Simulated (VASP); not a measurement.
W:

```xyz
1
Lattice="-1.5823 1.5823 1.5823 1.5823 -1.5823 1.5823 1.5823 1.5823 -1.5823" Properties=species:S:1:pos:R:3 pbc="T T T"
W     0.0000    0.0000    0.0000
```

Base run:

```yaml
Program: VASP 6.6.1
Functional: PBE
Potentials_or_basis: VASP PAW PBE potentials, release 64 (W_sv)
Cutoff: 520 eV
k_mesh: 24 × 24 × 24
Occupations: gaussian, width 0.1 eV
Spin: no spin polarisation
```

Its results: band gap on the k mesh none (metal or under the smearing width); pressure 6.2 GPa.

Q: The run is repeated on the same cell with these changes: k mesh from 24 × 24 × 24 to 6 × 6 × 6. What comes out?

A: Band gap on the k mesh none (metal or under the smearing width); pressure 4.3 GPa.

Caveats: some runs use coarse meshes.

Not every run made on this cell is shown here.
